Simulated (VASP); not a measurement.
Here is the system:

```yaml
crystal:
  lattice:
    - [1.78400, -3.06549, 0.00000]
    - [1.78400, 3.06549, 0.00000]
    - [0.00000, 0.00000, 5.83123]
  atoms:
    - { symbol: Gd, position: [0.33333, 0.66667, 0.25000] }
    - { symbol: Gd, position: [0.69204, 0.35870, 0.75000] }
```

These are PBE GGA, VASP's PBE PAW potentials (set 64) (plane waves; VASP) values and carry that method's errors. Settings: 400 eV cut-off, KSPACING 0.25 per Å, first-order Methfessel-Paxton smearing of 0.10 eV, potentials Gd_3.

The 4f electrons are frozen in the core of the lanthanide potential, so 4f levels, which can set the real gap, and their magnetism are missing.

Question: Give the force on each atom (eV/Å).

Answer: 
```tsv
atom	Fx	Fy	Fz
Gd1	0.087	0.001	0.000
Gd2	-0.087	-0.001	0.000
```

Question: Give the stress tensor in GPa (positive for a compressed cell).

Answer: 
```
 1.72  -0.28   0.00
-0.28   2.17   0.00
 0.00   0.00  -0.41
```
The pressure is its mean diagonal, 1.16 GPa.

The compound is Gd in the hcp structure. The cell was not relaxed at this level, atoms are displaced from their ideal sites. The run is one of a series of settings (KGAMMA = .TRUE., KSPACING = 0.25, KPOINTS file removed against the base run), some of them coarse on purpose.
